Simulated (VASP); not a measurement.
VASP input:

### POSCAR
```
InP
1
    0.0000000000     2.9350000000     2.9350000000
    2.9350000000     0.0000000000     2.9350000000
    2.9350000000     2.9350000000     0.0000000000
In P
1 1
Direct
  0.0000000000   0.0000000000   0.0000000000
  0.2500000000   0.2500000000   0.2500000000
```

**KPOINTS**
```
Automatic mesh
0
Gamma
7 7 7
0 0 0
```

**INCAR**
```
IBRION = 2   # conjugate gradients
LCHARG = .FALSE.
GGA = PE   # PBE
SIGMA = 0.05   # width (eV)
ISIF = 3   # ions, shape and volume
EDIFFG = -0.01
SYSTEM = InP
ALGO = Normal
LMAXMIX = 4   # l cut-off of mixed one-centre charges
LREAL = .FALSE.   # projection in real space or not
PREC = Accurate
LASPH = .TRUE.
LWAVE = .FALSE.
EDIFF = 1E-6   # SCF stop (eV)
NELM = 100
IVDW = 12   # D3, Becke-Johnson
NSW = 60   # most ionic steps
ISMEAR = 0
ENCUT = 520
```

POTCAR, in this order: In_d P (PBE.64 set). Program: vasp_std.

### Question
Write an equivalent input for Quantum ESPRESSO's pw.x.

### Answer
One equivalent input (not run):
```
&CONTROL
  calculation = 'vc-relax'
  pseudo_dir = './pseudo'
  outdir = './out'
  tprnfor = .true.
  tstress = .true.
  nstep = 60
  forc_conv_thr = 0.00039
/
&SYSTEM
  ibrav = 0
  nat = 2
  ntyp = 2
  ecutwfc = 70
  occupations = 'smearing'
  smearing = 'gaussian'
  degauss = 0.003675
  input_dft = 'pbe'
  vdw_corr = 'grimme-d3'
  dftd3_version = 4
  dftd3_threebody = .false.
/
&ELECTRONS
  conv_thr = 7.3e-08
  electron_maxstep = 100
/
&IONS
/
&CELL
/
ATOMIC_SPECIES
  In 114.818 In.upf
  P 30.974 P.upf
CELL_PARAMETERS angstrom
     0.0000000    2.9350000    2.9350000
     2.9350000    0.0000000    2.9350000
     2.9350000    2.9350000    0.0000000
ATOMIC_POSITIONS crystal
  In   0.0000000  0.0000000  0.0000000
  P    0.2500000  0.2500000  0.2500000
K_POINTS automatic
  7 7 7 0 0 0
```
Limits of the translation: the potentials are each code's own (VASP's PAW set, PseudoDojo norm-conserving files in pw.x), so ENCUT and ecutwfc are chosen apart and not converted; conv_thr bounds pw.x's estimated SCF error, while EDIFF bounds the energy change between steps; forc_conv_thr acts on force components and is met together with etot_conv_thr.

The compound is InP in the zinc blende structure. This run relaxes it. Symmetry was kept, so distortions that lower it aren't found.
